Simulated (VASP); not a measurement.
A convergence study with VASP on CdSe (zinc blende): one setting is varied, all else stays as given below, so the limit is that of these other settings.

```xyz
2
Lattice="0.0000 3.0250 3.0250 3.0250 0.0000 3.0250 3.0250 3.0250 0.0000" Properties=species:S:1:pos:R:3 pbc="T T T"
Cd     0.0000     0.0000     0.0000
Se     1.5125     1.5125     1.5125
```

Level of theory: PBE GGA, VASP's PBE PAW potentials (set 64) (plane waves; VASP 6.6.1). The tightest run used: 550 eV cut-off, 17×17×17 Γ-centred mesh, Gaussian smearing of 0.050 eV, potentials Cd Se.

```
setting     E (eV/atom)  pressure (GPa)  irreducible k-points
----------  -----------  --------------  --------------------
1×1×1 mesh       3.0560           48.52                     1
2×2×2 mesh      -2.1424            7.96                     3
3×3×3 mesh      -2.6163            4.97                     4
```

Q: These are the cheaper rows. Estimate the results at 17×17×17 mesh, and how far the last row shown lies from them.

A: 
```csv
quantity,tightest run,last row shown is off by
E (eV/atom),-2.7235,0.1072
pressure (GPa),4.11,0.86
```

Left out are rungs that failed or repeat a setting and relaxations that didn't move; long series are thinned to 24 rows.

The compound is CdSe in the zinc blende structure, whereas wurtzite is the usual form. The cell was not relaxed at this level.
